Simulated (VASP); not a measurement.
**VASP 6.6.1 run: Zn2C**

INCAR

```
LASPH = .TRUE.
NBANDS = 21
SIGMA = 0.02
IBRION = 2
PSTRESS = -30
ISIF = 3
PREC = Accurate
EDIFF = 1E-7
ISMEAR = -1
GGA = CA
LCHARG = .FALSE.
ENCUT = 600
LWAVE = .FALSE.
LREAL = .FALSE.
NELM = 120
NSW = 40
EDIFFG = -5E-3
```

KPOINTS

```
KPOINTS created by Atomic Simulation Environment
0
Monkhorst-Pack
8 8 8
0 0 0
```

POSCAR

```
C  Zn
 1.0000000000000000
     0.0000000000000000    2.6042746626909450    2.6042746626909450
     2.6042746626909450    0.0000000000000000    2.6042746626909450
     2.6042746626909450    2.6042746626909450   -0.0000000000000000
 C   Zn
   1   2
Cartesian
 -0.0000000000000000 -0.0000000000000000 -0.0000000000000000
  1.3021373313454725  1.3021373313454725  1.3021373313454725
  3.9064119940364175  3.9064119940364175  3.9064119940364175
```

The recommended LDA PAW datasets give the neutral cell 28 valence electrons.

Command

```
mpirun -np 1 vasp_std
```

OSZICAR

```
N       E                     dE             d eps       ncg     rms          rms(c)
DAV:   1     0.152253305537E+03    0.15225E+03   -0.15454E+04  2576   0.227E+03
DAV:   2    -0.199498711836E+01   -0.15425E+03   -0.14728E+03  2540   0.354E+02
DAV:   3    -0.134179355985E+02   -0.11423E+02   -0.11229E+02  2900   0.948E+01
DAV:   4    -0.136324621411E+02   -0.21453E+00   -0.21428E+00  2660   0.123E+01
DAV:   5    -0.136339307652E+02   -0.14686E-02   -0.14686E-02  2945   0.987E-01    0.939E+00
DAV:   6    -0.118218690825E+02    0.18121E+01   -0.49806E+00  3682   0.509E+01    0.674E+00
DAV:   7    -0.118054687000E+02    0.16400E-01   -0.77292E-01  2938   0.113E+01    0.355E+00
DAV:   8    -0.117802088291E+02    0.25260E-01   -0.69904E-02  2793   0.174E+00    0.963E-01
DAV:   9    -0.117770575413E+02    0.31513E-02   -0.42940E-03  3311   0.656E-01    0.140E-01
DAV:  10    -0.117769681842E+02    0.89357E-04   -0.10179E-03  3278   0.246E-01    0.718E-02
...
DAV:   1    -0.120395613873E+02   -0.17398E+00   -0.19363E+00  2910   0.297E+01    0.296E+00
DAV:   2    -0.118837234312E+02    0.15584E+00   -0.47991E-01  2831   0.175E+01    0.119E+00
DAV:   3    -0.118661900008E+02    0.17533E-01   -0.10795E-02  2670   0.981E-01    0.596E-01
DAV:   4    -0.118604569284E+02    0.57331E-02   -0.10465E-03  3758   0.695E-01    0.179E-01
DAV:   5    -0.118598204909E+02    0.63644E-03   -0.57942E-04  3910   0.328E-01    0.116E-02
DAV:   6    -0.118598279028E+02   -0.74120E-05   -0.10163E-04  2700   0.825E-02    0.889E-03
DAV:   7    -0.118598294661E+02   -0.15633E-05   -0.36335E-06  3513   0.485E-02    0.401E-03
DAV:   8    -0.118598291496E+02    0.31649E-06   -0.19141E-06  2941   0.285E-02    0.117E-03
DAV:   9    -0.118598291424E+02    0.72469E-08   -0.55411E-08  1545   0.222E-03
   3 F= -.12485148E+02 E0= -.12485148E+02  d E =-.467173E-01
```

From OUTCAR

```
k-points           NKPTS =     60   k-points in BZ     NKDIM =     60   number of bands    NBANDS=     21

   NELECT =      28.0000    total number of electrons

   dimension x,y,z NGX =    30 NGY =   30 NGZ =   30
   dimension x,y,z NGXF=    60 NGYF=   60 NGZF=   60

  energy-cutoff  :      600.00
  volume of cell :       33.40
      direct lattice vectors                 reciprocal lattice vectors
    -0.000000000  2.555957667  2.555957667    -0.195621393  0.195621393  0.195621393
     2.555957667  0.000000000  2.555957667     0.195621393 -0.195621393  0.195621393
     2.555957667  2.555957667 -0.000000000     0.195621393  0.195621393 -0.195621393

 k-points in reciprocal lattice and weights: KPOINTS created by Atomic Simulation Env
   0.06250000  0.06250000  0.06250000       0.004
   0.18750000  0.06250000  0.06250000       0.012
   0.31250000  0.06250000  0.06250000       0.012
   0.43750000  0.06250000  0.06250000       0.012
  -0.43750000  0.06250000  0.06250000       0.012
  -0.31250000  0.06250000  0.06250000       0.012
  -0.18750000  0.06250000  0.06250000       0.012
  -0.06250000  0.06250000  0.06250000       0.012
   ...

 E-fermi :   5.0502

 k-point     1 :       0.0625    0.0625    0.0625
  band No.  band energies     occupation
      1      -9.4533      2.00000
      2      -4.2125      2.00000
      3      -4.1960      2.00000
      4      -4.1960      2.00000
      5      -3.9819      2.00000
      6      -3.9819      2.00000
      7      -2.6029      2.00000
      8      -2.5985      2.00000
      9      -2.5985      2.00000
     10      -2.2318      2.00000
     11      -2.2318      2.00000
     12       4.0275      2.00000
     13       4.6845      2.00000
     14       4.6845      2.00000
     15       5.3962      0.00000
     16       8.8111      0.00000
     17       8.9976      0.00000
     18       8.9976      0.00000
     19      14.6734      0.00000
     20      15.5462      0.00000
     21      15.5462      0.00000

 k-point     2 :       0.1875    0.0625    0.0625
  band No.  band energies     occupation
      1      -9.1742      2.00000
      2      -4.2474      2.00000
      3      -4.1499      2.00000
      4      -4.0782      2.00000
      5      -3.9262      2.00000
      6      -3.8765      2.00000
      7      -2.6853      2.00000
      8      -2.6487      2.00000
      9      -2.6263      2.00000
     10      -2.3955      2.00000
     11      -2.2949      2.00000
     12       2.6787      2.00000
     13       3.8830      2.00000
     14       4.5546      2.00000
     15       6.0703      0.00000
     16       8.7008      0.00000
     17       9.5010      0.00000
     18       9.5606      0.00000
     19      14.0600      0.00000
     20      14.6767      0.00000
     21      15.5101      0.00000

 ...

  Total       -0.6292220     -0.6292220     -0.6292220     -0.0000000     -0.0000000      0.0000000
  in kB      -30.1872456    -30.1872456    -30.1872456     -0.0000000     -0.0000000      0.0000000
  external PRESSURE =      -0.1872456 kB  Pullay stress =     -30.0000000 kB

 POSITION                                       TOTAL-FORCE (eV/Angst)
 -----------------------------------------------------------------------------------
      0.00000      0.00000      0.00000         0.000000      0.000000     -0.000000
      1.27798      1.27798      1.27798        -0.000000      0.000000      0.000000
      3.83394      3.83394      3.83394         0.000000     -0.000000     -0.000000
 -----------------------------------------------------------------------------------
    total drift:                               -0.000000      0.000000      0.000000

  FREE ENERGIE OF THE ION-ELECTRON SYSTEM (eV)
  ---------------------------------------------------
  free  energy   TOTEN  =       -11.8598291424 eV

  energy  without entropy=      -11.8598291422  energy(sigma->0) =      -11.85982914
```

```csv
ionic step,ΔH (meV/atom),volume (Å³),largest force (eV/Å),pressure (GPa),electronic steps
1,0.0,35.33,0.000,-10.35,15
2,-12.7,32.64,0.000,0.63,10
3,-15.6,33.40,0.000,-3.02,9
```

It converged. Results: relaxed cell vector lengths 3.615, 3.615, 3.615 Å; relaxed cell volume 33.40 Å³.

The shifted mesh misses Γ, so a band edge there is missed.

For comparison, a separate LDA relaxation on usual settings, not on those above, ends at 32.75 Å³.

The run above took about 2.9 min on one core of a shared host (Intel Xeon Platinum 8488C) and held 0.19 GiB at most.
